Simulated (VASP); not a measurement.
KPt: single point with PBE

KPt:

```
K Pt
1.0
     3.00085    0.00000    0.00000
    -1.50042    2.59881    0.00000
     0.00000    0.00000    5.34558
K Pt
1 1
Cartesian
  0.0000 1.7325 2.6728
  0.0000 0.0000 0.0000
```

The cell comes from a database or a generator and needn't be the stable form of this composition.

```json
{
  "Program": "VASP 6.6.1",
  "Task": "single point",
  "Functional": "PBE",
  "Potentials or basis": "VASP PAW PBE potentials, release 64 (K_sv, Pt)",
  "Cutoff": "520 eV",
  "k mesh": "18 × 18 × 10",
  "Occupations": "gaussian, width 0.15 eV",
  "Spin": "no spin polarisation"
}
```

```
Pressure               : 0.4 GPa
Band gap on the k mesh : none (metal or under the smearing width)
```

Stress tensor (GPa, compression positive):
```
0.26 0.00 0.00
0.00 0.26 0.00
0.00 0.00 0.76
```

Levels at points of the mesh, in eV from the Fermi level:
| k point | band 8 | band 9 | band 10 | band 11 | band 12 | band 13 |
| --- | --- | --- | --- | --- | --- | --- |
| (0.00, 0.00, 0.00) | -2.29 | -0.96 | -0.96 | 1.67 | 1.97 | 5.69 |
| (0.50, 0.00, 0.00) | -1.47 | 0.12 | 0.52 | 1.90 | 2.37 | 3.62 |
| (0.00, 0.00, 0.50) | -2.31 | -1.35 | -0.96 | -0.96 | 2.92 | 5.83 |
| (0.50, 0.00, 0.50) | -1.37 | 0.12 | 1.09 | 1.58 | 2.91 | 4.71 |

Run time: 2.1 min on 1 thread of Intel(R) Xeon(R) Platinum 8259CL CPU @ 2.50GHz (Skylake/Cascade Lake) (shared host), peak memory 0.28 GiB.

The run has no spin-orbit coupling, so splittings on Pt are missing.
